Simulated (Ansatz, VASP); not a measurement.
BeTlCl3: VASP beside Ansatz

The input INCAR:

```
SYSTEM = BeTlCl3
ALGO     = Normal         ! electronic algorithm
EDIFF    = 1E-6           ! SCF threshold, eV
ENCUT    = 520            ! plane-wave cutoff, eV
GGA      = PE             ! functional
ISIF     = 2              ! what is computed and relaxed
ISMEAR   = 0              ! smearing method
LASPH    = .TRUE.         ! aspherical terms in the spheres
LCHARG   = .FALSE.        ! write CHGCAR
LREAL    = .FALSE.        ! projectors in reciprocal space
LWAVE    = .FALSE.        ! write WAVECAR
NBANDS   = 26             ! bands
NELM     = 60             ! most SCF steps
PREC     = Accurate       ! precision mode
SIGMA    = 0.02           ! smearing width, eV
```

The input KPOINTS:

```
k-points
0
G
  6 6 6
  0 0 0
```

POSCAR

```
BeTlCl3
1.0
    4.7134000000      0.0000000000      0.0000000000
    0.0000000000      4.7134000000      0.0000000000
    0.0000000000      0.0000000000      4.7134000000
Tl Be Cl
1 1 3
Direct
    0.0000000000      0.0000000000      0.0000000000
    0.5000000000      0.5000000000      0.5000000000
    0.5000000000      0.5000000000      0.0000000000
    0.5000000000      0.0000000000      0.5000000000
    0.0000000000      0.5000000000      0.5000000000
```

Input for Ansatz:

```yaml
crystal:
  lattice:
    - [4.7134, 0.0, 0.0]
    - [0.0, 4.7134, 0.0]
    - [0.0, 0.0, 4.7134]
  atoms:
    - { symbol: Tl, position: [0.0, 0.0, 0.0] }
    - { symbol: Be, position: [0.5, 0.5, 0.5] }
    - { symbol: Cl, position: [0.5, 0.5, 0.0] }
    - { symbol: Cl, position: [0.5, 0.0, 0.5] }
    - { symbol: Cl, position: [0.0, 0.5, 0.5] }
basis:
  ecutwfc: 420
kpoints:
  mp_grid: { grid: [6, 6, 6] }
hamiltonian:
  xc: pbe
scf:
  occupations: { method: gaussian, width: 0.02 }
output:
  forces: true
  stress: true
  eigenvalues: true
```

Alike in both runs: task single point; functional PBE; k mesh 6 × 6 × 6; occupations gaussian, width 0.02 eV; no spin polarisation.

```csv
,VASP,Ansatz
version,VASP 6.6.1,Ansatz 0.2.0
potentials or method,"VASP PAW PBE potentials, release 64 (Tl_d, Be, Cl)","scalar-relativistic, plane waves, PAW"
plane-wave cutoff (eV),520,420
valence electrons in the cell,36,36
```

VASP gave:

```
gap on the k mesh at the Fermi level (eV) : 2.39
least direct gap on the mesh (eV)         : 3.30
pressure (GPa)                            : -0.2
```

Task: Estimate Ansatz's values.

Result: gap on the k mesh at the Fermi level (eV): 2.37; least direct gap on the mesh (eV): 3.28; pressure (GPa): -0.1.

The functional is the same, so the differences come from potentials, cutoffs and numerics.

Caveats: spin-orbit coupling is left out, which as a rule narrows the gap of such compounds by several tenths of an eV. A k mesh can miss the band edges. A hybrid or GW would open this gap; PBE tends to underestimate it.
